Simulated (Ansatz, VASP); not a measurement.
# Cross-check of As between VASP and Ansatz, part 2 of 2

One calculation is typed for both programs; each brings its own data sets. How far apart do they land? The cell is taken from a series of runs on this material, whose earlier steps may have relaxed, scaled, displaced or heated it; both programs get it as it stands.

VASP 6.6.1 and Ansatz 0.2.0.

So far: Set-up; VASP: single point, PBEsol, pair 1; Ansatz: single point, PBEsol, pair 1; Differences; VASP: single point, PBEsol, pair 2; Ansatz: single point, PBEsol, pair 2.

## Step 7: Comparison

What differs besides the data sets and the points named for the pairs above, as far as they apply: the data sets hold 30 valence electrons in Ansatz (on its default PAW (the set named soft_2) files) and 10 in VASP. Total energies have different zeros and are not compared.

Both answers:

```
              quantity  Ansatz   VASP  difference
gap on the k mesh (eV)   1.486  1.489      -0.003
```

Forces (eV/Å; atoms numbered as in POSCAR):

```
atom        Ansatz x, y, z          VASP x, y, z
 As1  0.000, 0.000, -0.005  0.000, 0.000, -0.122
 As2   0.000, 0.000, 0.005   0.000, 0.000, 0.122
```

The forces differ by 67 meV/Å r.m.s., where the r.m.s. force is 0.003 eV/Å in Ansatz and 0.070 eV/Å in VASP: the atoms lie near their places of rest in Ansatz, so a percentage would say little (all taken over all components). A gap on the mesh is an upper bound, since the band edges may lie between its points. With vacuum in the cell, a pressure given here is an average over mostly empty space and none of the material.

## Step 8: What the set-up changes

Further runs change the set-up of one program: Ansatz's method, potentials or start, or VASP's data sets, cutoff or form of LDA. The table gives Ansatz less VASP for each quantity, since a change that brings one quantity closer may part another.

```
                                                run  r.m.s. force difference (meV/Å)  gap on the k mesh (eV)
                                           as above                               67                 -0.0030
VASP with the data sets As_d and a cutoff of 520 eV                               13                 -0.0051
```

## Step 9: VASP: single point, PBEsol, spin-orbit coupling

With cell and atoms fixed, the geometry can't cause a difference; cores, projectors, grids and the points listed under the comparison can.

Input file INCAR:

```
SYSTEM = As
PREC = Accurate
ENCUT = 400
EDIFF = 1E-06
NELM = 200
ISMEAR = -1
SIGMA = 0.02
LREAL = .FALSE.
ALGO = Normal
GGA = PS
LNONCOLLINEAR = .TRUE.
MAGMOM = 0 0 0 0 0 0
NBANDS = 22
GGA_COMPAT = .FALSE.
LASPH = .TRUE.
LSORBIT = .TRUE.
LORBIT = 11
LWAVE = .FALSE.
LCHARG = .FALSE.
ISIF = 2
LDIPOL = .TRUE.
IDIPOL = 3
DIPOL = 0.5 0.5 0.5
LVHAR = .TRUE.
EFERMI = MIDGAP
NELMDL = -8
KPAR = 2
```

Input file POSCAR:

```
As
1.0
    3.5443795165      0.0000000000      0.0000000000
   -1.7721897582      3.0695227019      0.0000000000
    0.0000000000      0.0000000000     26.0000000000
As
2
Direct
    0.3333333333      0.6666666667      0.4732891036
    0.6666666666      0.3333333334      0.5267108964
```

Input file KPOINTS:

```
Automatic mesh
0
Gamma
12 12 1
0 0 0
```

Potentials, in the order of the species: As (PBE family, release 64).

Run with:

```
$ mpirun -np 2 vasp_ncl
```

Numbers of over 12 decimals in the logs are rounded to 6 here.

Output:

```text
[... set-up lines as in an earlier step ...]
 entering main loop
       N       E                     dE             d eps       ncg     rms          rms(c)
DAV:   1     0.610946614379E+02    0.61095E+02   -0.23642E+03   836   0.478E+02
DAV:   2    -0.181709661132E+01   -0.62912E+02   -0.56418E+02  1310   0.991E+01
DAV:   3    -0.992535416384E+01   -0.81083E+01   -0.80701E+01  1176   0.433E+01
DAV:   4    -0.101193365572E+02   -0.19398E+00   -0.19380E+00  1124   0.835E+00
[...]
DAV:  21    -0.100352333708E+02   -0.18356E-05   -0.16715E-08   902   0.562E-04    0.183E-04
DAV:  22    -0.100352384372E+02   -0.50663E-05   -0.16233E-07   806   0.114E-03    0.191E-04
DAV:  23    -0.100352389199E+02   -0.48279E-06   -0.83796E-09   826   0.318E-04
   1 F= -.10035239E+02 E0= -.10035239E+02  d E =-.110915E-15  mag=    -0.0000    -0.0000     0.0000
```

Parts of OUTCAR (step 9):

```text
  Total        0.1156226      0.1156226      0.1633961      0.0000000      0.0000000      0.0000000
  in kB        0.6548909      0.6548909      0.9254817      0.0000000      0.0000000      0.0000000
  external PRESSURE =       0.7450878 kB  Pullay stress =       0.0000000 kB

 POSITION                                       TOTAL-FORCE (eV/Angst)
 -----------------------------------------------------------------------------------
     -0.00000      2.04635     12.30552        -0.000000     -0.000000     -0.123902
      1.77219      1.02317     13.69448         0.000000      0.000000      0.123902
 -----------------------------------------------------------------------------------
    total drift:                                0.000000     -0.000000      0.000000

  FREE ENERGIE OF THE ION-ELECTRON SYSTEM (eV)
  ---------------------------------------------------
  free  energy   TOTEN  =       -10.0352389199 eV

  energy  without entropy=      -10.0352389199  energy(sigma->0) =      -10.03523892

 magnetization (x)
# of ion       s       p       d       tot
------------------------------------------
    1        0.000   0.000   0.000   0.000
    2        0.000   0.000   0.000   0.000
--------------------------------------------------
tot          0.000   0.000   0.000   0.000

 magnetization (y)
# of ion       s       p       d       tot
------------------------------------------
    1        0.000  -0.000   0.000  -0.000
    2       -0.000  -0.000   0.000  -0.000
--------------------------------------------------
tot          0.000  -0.000   0.000  -0.000

 magnetization (z)
# of ion       s       p       d       tot
------------------------------------------
    1        0.000   0.000   0.000   0.000
    2        0.000   0.000   0.000   0.000
--------------------------------------------------
tot          0.000   0.000   0.000   0.000

[... 1 part as in an earlier step ...]

[... 2 further parts left out ...]
[key lines of the parts left out:]
E-fermi :  -3.0348
```

## Step 10: Ansatz: single point, PBEsol, spin-orbit coupling

The same cell, functional, mesh and smearing now go to Ansatz, which takes its cutoff from its data sets.

The cell is taken from a series of runs on this material, whose earlier steps may have relaxed, scaled, displaced or heated it; both programs get it as it stands.

Input file input.yaml:

```yaml
crystal:
  lattice:
    - [3.5443795165, 0.0, 0.0]
    - [-1.7721897582, 3.0695227019, 0.0]
    - [0.0, 0.0, 26.0]
  atoms:
    - { symbol: As, position: [0.3333333333, 0.6666666667, 0.4732891036] }
    - { symbol: As, position: [0.6666666667, 0.3333333333, 0.5267108964] }
  periodic: [true, true, false]
kpoints:
  mp_grid: { grid: [12, 12, 1] }
  band_path:
    path:
      - [0, 0, 0]
      - [0.5, 0, 0]
      - [0.3333333333333, 0.3333333333333, 0]
      - [0, 0, 0]
    npoints: 10
hamiltonian:
  xc: pbesol
scf:
  occupations: { method: fermi_dirac, width: 0.02 }
  n_extra_bands: 8
magnetization:
  noncollinear: true
  spin_orbit: true
output:
  eigenvalues: true
  forces: true
  stress: true
```

Run with:

```
$ ansatz run input.yaml --threads 12 --pin off --max-ram 27648MiB --backend cpu --events-out ev --progress --plain --runs-dir out
```

Output:

```text
[...]
non-collinear run that drives no moment, with spin-orbit: no starting moment large enough to seed its density (crystal.atoms[].spin), no starting occupations that ask for one, no magnetisation constraint and no magnetic field, so the semilocal B_xc is pinned to zero
Crystal: 2 atoms, lattice volume = 282.868 Å³
[...]
k-point 2: bands = [... 26 lower, -6.0703, -6.0703, -5.8419, -5.8419, -3.0734, -3.0734, -1.1500 (-1.1500°), -1.1500 (-1.1500°), ... 4 higher]
  k-point 18: bands = [... 26 lower, -7.5024, -7.5024, -7.4304, -7.4304, -3.5177, -3.5177, -0.7826, -0.7826, ... 4 higher]
  ° read free of the cell's end (the report's vacuum.weakly_bound_levels)
[key lines of the parts left out:]
SCF converged after 7 iterations
Magnetization: |M| = 0.0000 μB,  M = (+0.0000, +0.0000, +0.0000) μB
Free energy (F): -9626.091213 eV
Fermi energy:    -4.515119 eV
P = ½ c Tr σ = -0.0016 N/m
```

## Step 11: Side by side

What differs besides the data sets and the points named for the pairs above, as far as they apply: spin-orbit coupling enters by fully relativistic files in Ansatz and inside the spheres in VASP; the data sets hold 30 valence electrons in Ansatz (on its fully relativistic PAW (standard-fr) files) and 10 in VASP. Total energies have different zeros and are not compared.

Compared:

```
              quantity  Ansatz   VASP  difference
gap on the k mesh (eV)   1.357  1.362      -0.005
```

Forces (eV/Å; atoms numbered as in POSCAR):

```
atom        Ansatz x, y, z          VASP x, y, z
 As1  0.000, 0.000, -0.006  0.000, 0.000, -0.124
 As2   0.000, 0.000, 0.006   0.000, 0.000, 0.124
```

The forces differ by 68 meV/Å r.m.s., where the r.m.s. force is 0.003 eV/Å in Ansatz and 0.072 eV/Å in VASP: the atoms lie near their places of rest in Ansatz, so a percentage would say little (all taken over all components). A gap on the mesh is an upper bound, since the band edges may lie between its points. With vacuum in the cell, a pressure given here is an average over mostly empty space and none of the material.

## Step 12: What came out

```json
{
  "difference in gap on the k mesh (single point, PBEsol, pair 1)": "-0.0030 eV",
  "r.m.s. force difference (single point, PBEsol, pair 2)": "67 meV/Å",
  "r.m.s. force difference (single point, PBEsol, spin-orbit coupling)": "68 meV/Å"
}
```

The r.m.s. force difference is 68 meV/Å (single point, PBEsol, spin-orbit coupling), beyond the 12 meV/Å picked in this series as the mark of a large difference. The data sets hold unlike numbers of valence electrons (30 in Ansatz and 10 in VASP), so part of the differences comes from the potentials. Single point, PBEsol, pair 2, VASP with the data sets As_d and a cutoff of 520 eV: r.m.s. force difference goes from 67 to 13 meV/Å; the difference in gap on the k mesh goes from -0.0030 to -0.0051 eV. What causes the difference of the single point, PBEsol, spin-orbit coupling pair stays open here. How closely two codes agree says nothing of how well the functional describes the real material.

[Lines on the potential files, build, host, timing and source positions are cut from VASP's logs without a mark.]

[Logs are printed without paths, hosts, clocks, repeated set-up lines and the standing remarks that a program may print on its own settings, such as how far it seeks lower states.]

[Hosts, paths, dates, database ids (printed as entryN), source tags and the programs' standing remarks are cut or masked in the printed files.]
